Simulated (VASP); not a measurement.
All values below come from PBE GGA, VASP's PBE PAW potentials (set 64) (plane waves; VASP).

Input for VASP

File POSCAR:
```
SiC
3.0967030
  0.0000000000   0.7071068178   0.7071068178
  0.7071068178   0.0000000000   0.7071068178
  0.7071068178   0.7071068178   0.0000000000
Si C
1 1
Cartesian
  0.0000000000   0.0000000000   0.0000000000
  0.3535534089   0.3535534089   0.3535534089
```

KPOINTS:
```
k-points along high-symmetry lines
15
Line-mode
Reciprocal
  0.000000   0.000000   0.000000 ! GAMMA
 -0.500000  -0.500000   0.000000 ! X

 -0.500000  -0.500000   0.000000 ! X
 -0.375000  -0.375000   0.250000 ! U

 -0.375000  -0.000000   0.375000 ! K
  0.000000   0.000000   0.000000 ! GAMMA

  0.000000   0.000000   0.000000 ! GAMMA
 -0.000000  -0.000000   0.500000 ! L

 -0.000000  -0.000000   0.500000 ! L
 -0.500000  -0.250000   0.250000 ! W

 -0.500000  -0.250000   0.250000 ! W
 -0.500000  -0.500000   0.000000 ! X
```

### INCAR
```
! general
SYSTEM  =  SiC
PREC    =  Accurate
ENCUT   =  520   ! plane-wave cut-off (eV)
LREAL   =  .FALSE.   ! projection in real space or not
LASPH   =  .TRUE.
ICHARG  =  11   ! fixed density

! electronic loop
EDIFF   =  1E-7   ! SCF stop (eV)
NELM    =  100   ! most electronic steps
ALGO    =  Normal

! smearing
ISMEAR  =  0
SIGMA   =  0.05   ! width (eV)

! functional
GGA     =  PE   ! PBE

! output
LWAVE   =  .FALSE.
LCHARG  =  .FALSE.
LORBIT  =  11
```

POTCAR, in this order: Si C (PBE.64 set). Program: vasp_std. Read from the step before: CHGCAR.

Output of the run:

**OSZICAR**
```
       N       E                     dE             d eps       ncg     rms          rms(c)
DAV:   1     0.682230178028E+01    0.68223E+01   -0.40020E+03  1480   0.825E+02
DAV:   2    -0.131974742535E+02   -0.20020E+02   -0.18423E+02  2136   0.100E+02
DAV:   3    -0.134966295509E+02   -0.29916E+00   -0.29916E+00  1616   0.155E+01
DAV:   4    -0.134976641435E+02   -0.10346E-02   -0.10346E-02  2424   0.955E-01
DAV:   5    -0.134976646340E+02   -0.49053E-06   -0.49059E-06  1552   0.142E-02
DAV:   6    -0.134976646387E+02   -0.47246E-08   -0.46493E-08  2368   0.910E-04
   1 F= -.13497665E+02 E0= -.13497665E+02  d E =-.216738E-11
```

### OUTCAR
```
 val. band max:        7.9427680654   @ k =   0.0000   0.0000   0.0000

 cond. band min:       9.3133084962   @ k =  -0.5000  -0.5000   0.0000



 k-point     1 :       0.0000    0.0000    0.0000
  band No.  band energies     occupation
      1      -7.3455      2.00000
      2       7.9428      2.00000
      3       7.9428      2.00000
      4       7.9428      2.00000
      5      14.0047      0.00000
      6      15.1489      0.00000
      7      15.1489      0.00000
      8      15.1489      0.00000

 k-point     2 :      -0.0357   -0.0357    0.0000
  band No.  band energies     occupation
      1      -7.3126      2.00000
      2       7.8341      2.00000
      3       7.8765      2.00000
      4       7.8765      2.00000
      5      14.1036      0.00000
      6      15.0590      0.00000
      7      15.2449      0.00000
      8      15.2449      0.00000

 k-point     3 :      -0.0714   -0.0714    0.0000
  band No.  band energies     occupation
      1      -7.2140      2.00000
      2       7.5311      2.00000
      3       7.6898      2.00000
      4       7.6898      2.00000
      5      14.3350      0.00000
      6      14.8362      0.00000
      7      15.5200      0.00000
      8      15.5200      0.00000

 k-point     4 :      -0.1071   -0.1071    0.0000
  band No.  band energies     occupation
      1      -7.0502      2.00000
      2       7.0838      2.00000
      3       7.4131      2.00000
      4       7.4131      2.00000
      5      14.2548      0.00000
      6      14.8674      0.00000
      7      15.9415      0.00000
      8      15.9415      0.00000

 k-point     5 :      -0.1429   -0.1429    0.0000
  band No.  band energies     occupation
      1      -6.8219      2.00000
      2       6.5403      2.00000
      3       7.0814      2.00000
      4       7.0814      2.00000
      5      13.7832      0.00000
      6      15.1160      0.00000
      7      16.4710      0.00000
      8      16.4710      0.00000
...
```

The density is held fixed in this step, so its total energy and stress have no physical meaning.

The compound is SiC in the zinc blende structure. It was relaxed first.
